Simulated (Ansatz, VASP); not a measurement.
# Cross-check of Hf4Rh11 between VASP and Ansatz, part 2 of 2

One calculation is typed for both programs; each brings its own data sets and cutoff. How far apart do they land?  The structure shown is the end of the VASP relaxation below.

VASP 6.6.1 and Ansatz 0.2.0.

So far: Set-up; VASP: relaxation, PBEsol.

## (3) Ansatz: single point, PBEsol

Level of this step: Ansatz beside VASP: Kohn-Sham DFT, plane waves, PBEsol (Ansatz).

Ansatz runs on its default PAW (the set named soft_2) files.

The same cell, functional, mesh and smearing now go to Ansatz, which takes its cutoff from its data sets.

input.yaml reads:

```yaml
crystal:
  lattice:
    - [-3.88004297, 3.88004297, 3.88004297]
    - [3.88004297, -3.88004297, 3.88004297]
    - [3.88004297, 3.88004297, -3.88004297]
  atoms:
    - { symbol: Hf, position: [0.00646932, 0.00664527, 0.01248503] }
    - { symbol: Hf, position: [0.49312554, 0.49326232, 0.98544829] }
    - { symbol: Hf, position: [0.49303622, 0.00709222, 0.49919046] }
    - { symbol: Hf, position: [0.00665636, 0.49322358, 0.49938529] }
    - { symbol: Rh, position: [0.74978873, 0.75001557, 0.49954869] }
    - { symbol: Rh, position: [0.74998453, 0.24999614, 0.9998752] }
    - { symbol: Rh, position: [0.24995041, 0.74988275, 0.99976593] }
    - { symbol: Rh, position: [0.25644869, 0.50337721, 0.25266765] }
    - { symbol: Rh, position: [0.75008589, 0.99692646, 0.25251877] }
    - { symbol: Rh, position: [0.74950654, 0.50271819, 0.74567691] }
    - { symbol: Rh, position: [0.24345728, 0.99668731, 0.74566883] }
    - { symbol: Rh, position: [0.5027747, 0.25653136, 0.25220253] }
    - { symbol: Rh, position: [0.99665267, 0.75011964, 0.25242667] }
    - { symbol: Rh, position: [0.99668305, 0.24341861, 0.74582685] }
    - { symbol: Rh, position: [0.50262672, 0.74958034, 0.74557088] }
hamiltonian:
  xc: pbesol
  pseudopotentials: { kind: paw }
kpoints:
  mp_grid: { grid: [3, 3, 3] }
scf:
  occupations: { method: methfessel_paxton, width: 0.15 }
  n_extra_bands: 7
output:
  forces: true
  eigenvalues: true
```

Command:

```bash
ansatz run input.yaml --threads 4 --pin off --max-ram 9216MiB --backend cpu --events-out ev --progress --plain --runs-dir out
```

Numbers of over 12 decimals in the logs are rounded to 6 here.

The log of the run:

```text
scf.n_extra_bands = 7 over 146 filled bands (N_el = 291.0): the run solves 153 bands
Engine: ansatz 0.2.0, x86_64-unknown-linux-gnu
Pseudopotentials: kind: paw
Pseudopotential: Hf, paw, valence charge 26, recommended cutoff 420 eV (normal), Hf.paw.azcp
Pseudopotential: Rh, paw, valence charge 17, recommended cutoff 420 eV (normal), Rh.paw.azcp
Functional definition: PBEsol
  exchange = pbesol_x
  correlation = pbesol_c
Crystal: 15 atoms, lattice volume = 233.652 Å³
Basis set: ecut = 420 eV, 4585 PW (Γ), exchange–correlation on 90×90×90 points (8 copies of the dense FFT grid, shifted against one another)
Bands: 153, of which v1, the nominal top of the filled ones, is band 146 counted from 1 (145 counted from 0)
Symmetry: 1 space group operations
Space group: P1 (ITA 1), of the structure as read, at distance tolerance 6.2e-5 Å
k-points: 14 of 27 (time reversal used)
Non-local potential: Hf, projectors of the file, l = 0: 3, l = 1: 2, l = 2: 2, l = 3: 3
Non-local potential: Rh, projectors of the file, l = 0: 3, l = 1: 2, l = 2: 2, l = 3: 1
PAW form: soft (Blöchl's): semilocal exchange-correlation on the pseudo side does not see the compensation charge
PAW frozen core: Hf, regenerated for the run's functional, and the local potential with it (the file was generated under x = pbe(κ = 0.804, μ = 0.219515), c = pbe(β = 0.066725))
PAW frozen core: Rh, regenerated for the run's functional, and the local potential with it (the file was generated under x = pbe(κ = 0.804, μ = 0.219515), c = pbe(β = 0.066725))
PAW one-centre angular grid: Hf, 590 points (default); XC on 64 Gauss nodes
PAW one-centre angular grid: Rh, 590 points (default); XC on 64 Gauss nodes
Initial density: superposition of atomic densities (neutral atoms: chi_scale 0, normalization atom), corrected by the library's trained network
Initial wavefunctions: pseudopotential atomic-orbital guess
Functional: x = pbesol(κ = 0.804, μ = 0.123457), c = pbesol(β = 0.046)
SCF iter   1: F=—  HF=-132127.328129 eV  |F-HF|=—  |Δ(HF+E_count)|=         —  Δρ=1.70e-2  dr2=8.03e-1  ethr=1.77e-3  ⟨swp⟩=5.0  Hψ=7071  notcnv=0
preconditioner: auto → LDOS  [metal: Δε(μ)=0.028 eV  Ē_g=9.585 eV  σ=0.150 eV  W_gap=0.16  n_scr=86 (ndim 8)  ℏωp=33.9 eV  f_vac=0.010  D(μ)=26.46/eV (n_scr^D=368)  β→1.0]
SCF iter   2: F=—  HF=-132127.321834 eV  |F-HF|=—  |Δ(HF+E_count)|=   6.30e-3  S|Δr|=    0.00e0  Δρ=1.62e-2  dr2=5.00e-1  ethr=2.76e-4  ⟨swp⟩=2.4  Hψ=4240  notcnv=0
SCF iter   3: F=—  HF=-132127.221211 eV  |F-HF|=—  |Δ(HF+E_count)|=   1.01e-1  S|Δr|=    0.00e0  Δρ=2.37e-3  dr2=1.04e-2  ethr=1.72e-4  ⟨swp⟩=2.0  Hψ=2991  notcnv=0
SCF iter   4: F=—  HF=-132127.221183 eV  |F-HF|=—  |Δ(HF+E_count)|=   2.79e-5  S|Δr|=    0.00e0  Δρ=1.05e-3  dr2=3.96e-3  ethr=3.56e-6  ⟨swp⟩=2.0  Hψ=4035  notcnv=0
SCF iter   5: F=—  HF=-132127.219156 eV  |F-HF|=—  |Δ(HF+E_count)|=   2.03e-3  S|Δr|=    0.00e0  Δρ=3.77e-4  dr2=4.31e-4  ethr=1.36e-6  ⟨swp⟩=2.0  Hψ=4025  notcnv=0
SCF iter   6: F=—  HF=-132127.219144 eV  |F-HF|=—  |Δ(HF+E_count)|=   1.21e-5  S|Δr|=    0.00e0  Δρ=1.12e-4  dr2=4.61e-5  ethr=1.48e-7  ⟨swp⟩=2.0  Hψ=2613  notcnv=0
SCF iter   7: F=—  HF=-132127.218602 eV  |F-HF|=—  |Δ(HF+E_count)|=   5.41e-4  S|Δr|=    0.00e0  Δρ=4.92e-5  dr2=9.71e-6  ethr=1.58e-8  ⟨swp⟩=2.0  Hψ=3340  notcnv=0
SCF iter   8: F=—  HF=-132127.218602 eV  |F-HF|=—  |Δ(HF+E_count)|=   6.21e-7  S|Δr|=    0.00e0  Δρ=2.27e-5  dr2=2.33e-6  ethr=3.34e-9  ⟨swp⟩=2.0  Hψ=3511  notcnv=0
SCF iter   9: F=—  HF=-132127.218602 eV  |F-HF|=—  |Δ(HF+E_count)|=   2.56e-7  S|Δr|=    0.00e0  Δρ=7.13e-6  dr2=1.68e-7  ethr=8.00e-10  ⟨swp⟩=2.0  Hψ=3443  notcnv=0
SCF iter  10: F=-132127.218601 eV  HF=-132127.218602 eV  |F-HF|=1.55e-8  |Δ(HF+E_count)|=   1.66e-9  S|Δr|=    0.00e0  Δρ=2.97e-6  dr2=2.30e-8  ethr=3.44e-11  ⟨swp⟩=4.1  Hψ=7038  notcnv=0
SCF 1 converged in 10 iterations: F = -132127.218601 eV  dr2 = 2.30e-8
  greatest PAW one-centre occupation: 1.000 electrons in one spin orbital (limit 2), on the Rh atom at site 4 (counted from 0), in its partial waves of l = 0
SCF converged after 10 iterations
Stability not checked: this state was not tested for a lower state beside it, because cold or Methfessel-Paxton smearing, or corrected tetrahedra, fill the levels in a way that the test cannot read (fill_not_monotonic; see scf.lower_state_search)
Free energy (F): -132127.218601 eV
Harris-Foulkes:  -132127.218602 eV  (|F-HF|=1.55e-8)
Internal energy: -132127.178808 eV  (E = F + TS)
E sigma→0 (E₀):  -132127.208653 eV
Entropy (-TS):   -0.039793 eV (-2.653 meV/atom)
Fermi energy:    21.629212 eV
--- Per-component energies (eV) ---
  E_band       = -651.478962
  E_kinetic    = 8025.211247
  E_local      = -38148.790554  (includes V_loc(G=0)·N_el)
  E_nonlocal   = -1022.390240
  E_hartree    = 15976.831731
  E_xc         = -3625.912497
  E_vxc        = -4132.284436  (∫ρ·V_xc dr)
  E_paw        = -65999.871826  (= ΣΔE_a)
  E_vpaw       = 2673.104040  (= ΣTr[D̂ρ^β])
  E_aug_tail   = 0.009275  (compensation charges beyond the density's cutoff)
  E_ewald      = -47340.308507
  E_core_change = 8.042563  (= ΣΔE_core)
  E_smearing   = -0.039793  (= −TS)
  E_closure    = -0.000000  (closes the sum)
  Σ components = -132127.218601   (vs F -132127.218601, Δ=0.00e0)
--- Forces (eV/Å), atoms counted from 1 ---
  atom   1  Hf     0.04235177     0.05095207    -0.00289320
  atom   2  Hf    -0.04550539    -0.04323862    -0.00661056
  atom   3  Hf     0.04723752    -0.02948269    -0.00366430
  atom   4  Hf    -0.03771532     0.04443414    -0.00019426
  atom   5  Rh    -0.01441461    -0.00868513     0.01624186
  atom   6  Rh    -0.02588988    -0.02545094     0.01316489
  atom   7  Rh    -0.01108659    -0.03225589     0.01628648
  atom   8  Rh    -0.01079679    -0.00066605     0.01393208
  atom   9  Rh    -0.00258691     0.00727400    -0.03471745
  atom  10  Rh     0.01385135     0.00642791     0.03023164
  atom  11  Rh     0.01285090     0.00788307    -0.03023811
  atom  12  Rh     0.00145594     0.00989791     0.01569435
  atom  13  Rh     0.00652695    -0.00168290    -0.03120277
  atom  14  Rh     0.01103216     0.00243507    -0.02415538
  atom  15  Rh     0.01266195     0.01213150     0.02811279
  max |Σ_I F_I| component: 2.70e-5 eV/Å
--- Band table (eV; the first three rows and the last of 14) ---
  k-point 0: bands = [... 142 lower, 20.7352, 20.9881, 21.1194, 21.2272, 21.9879, 22.1643, 22.1662, 22.8262, ... 3 higher]
  k-point 1: bands = [... 142 lower, 21.2270, 21.2411, 21.2437, 21.6576, 21.6714, 21.6815, 21.7582, 22.2179, ... 3 higher]
  k-point 2: bands = [... 142 lower, 21.1803, 21.2915, 21.5028, 21.5736, 21.5897, 21.7171, 21.8619, 22.2912, ... 3 higher]
  k-point 13: bands = [... 142 lower, 21.2935, 21.4022, 21.4760, 21.6993, 21.7012, 21.8121, 22.1356, 22.1648, ... 3 higher]
```

The job ended after 15 s (4 threads of Intel Xeon Platinum 8488C (Sapphire Rapids), shared host; peak memory 1.3 GiB; 54 s of CPU time).

Reading the cycles: dr2 is the Hartree energy of the density residual (eV), the measure of convergence; HF is the Harris–Foulkes estimate of the energy, which meets the free energy F at convergence.

## (4) Differences

Known differences besides the PAW data sets themselves: the data sets hold 291 valence electrons in Ansatz (default PAW (the set named soft_2) files) and 115 in VASP; the cutoff is 420 eV in Ansatz and 280 eV in VASP (PREC = Normal, projectors in real space); Ansatz makes its cores anew for this functional, VASP keeps those of its PBE data sets; VASP leaves aspherical gradient terms in its spheres out (LASPH is not set), Ansatz keeps them. Total energies have different zeros and are not compared.

At this near-relaxed geometry the largest component of a force difference is 50 meV/Å.

## (5) What moves the difference

The difference is large enough to ask for its cause, so further runs change the set-up of one program at a time, as the table lists.

| run | r.m.s. force difference (meV/Å) |
| --- | --- |
| as above | 24 |
| cores kept as stored, as VASP does, whose cores stay as stored | 24 |
| Ansatz's larger PAW set (cutoff 640 eV) | 24 |
| norm-conserving potentials (cutoff 1197 eV) | 23 |

## (6) What came out

```json
{
  "r.m.s. force difference (single point, PBEsol)": "24 meV/Å"
}
```

In words: The r.m.s. force difference is 24 meV/Å (single point, PBEsol), beyond the 12 meV/Å picked in this series as the mark of a large difference. For single point, PBEsol: no further run halves the r.m.s. force difference; only Ansatz's side was varied, and Ansatz's runs with other potentials lie closer to each other than to VASP, which for this quantity points to VASP's side; this was not tested here. Differences of this kind measure data sets and numerical settings, not the functional's error against experiment.

[Lines on the potential files, build, host, timing and source positions are cut from VASP's logs without a mark.]

[Logs are printed without paths, hosts, clocks, repeated set-up lines and the standing remarks that a program may print on its own settings, such as how far it seeks lower states.]

[Hosts, paths, dates, database ids (printed as entryN), source tags and the programs' standing remarks are cut or masked in the printed files.]
